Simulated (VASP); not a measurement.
Data:

```yaml
crystal:
  lattice:
    - [-1.64192, 1.64192, 1.64192]
    - [1.64192, -1.64192, 1.64192]
    - [1.64192, 1.64192, -1.64192]
  atoms:
    - { symbol: Ta, position: [0.00000, 0.00000, 0.00000] }
```

Computed with PBEsol GGA, VASP's PBE PAW potentials (set 64) (plane waves; VASP). Settings: 480 eV cut-off, 14×14×14 Γ-centred mesh, first-order Methfessel-Paxton smearing of 0.10 eV, potentials Ta_pv.

Stress in GPa, positive for a compressed cell; the cube axes lie along x, y and z, and the ions stay on their sites.

```json
[
 {"strain": "none", "σxx": "-0.01", "σyy": "-0.01", "σzz": "-0.01"},
 {"strain": "εxx = -1.0 %, εyy = -1.0 %", "σxx": "4.92", "σyy": "4.92", "σzz": "3.62"},
 {"strain": "εxx = +1.0 %, εyy = +1.0 %, εzz = +1.0 %", "σxx": "-6.15", "σyy": "-6.15", "σzz": "-6.15"},
 {"strain": "εyy = -1.5 %", "σxx": "2.79", "σyy": "4.49", "σzz": "2.79"},
 {"strain": "εzz = -2.0 %", "σxx": "3.72", "σyy": "3.72", "σzz": "6.21"},
 {"strain": "εyy = +0.5 %", "σxx": "-0.91", "σyy": "-1.43", "σzz": "-0.91"}
]
```

Fit C11 and C12 to these rows, and predict the stress for εxx = +3.0 %, εyy = +3.0 %, εzz = +3.0 %.

Least squares on Δσ_i = −C11 ε_i − C12 (ε_j + ε_k) over all components shown gives C11 = 297 GPa and C12 = 176 GPa, and so σxx, σyy, σzz = -19.45, -19.45, -19.45 GPa. The run gave -16.34, -16.34, -16.34 GPa; the difference holds the non-linear terms and numerical noise.

Left out are shears, moved atoms, failed runs and, from the fit, strains over 2.5 %.

The compound is Ta in the bcc structure.
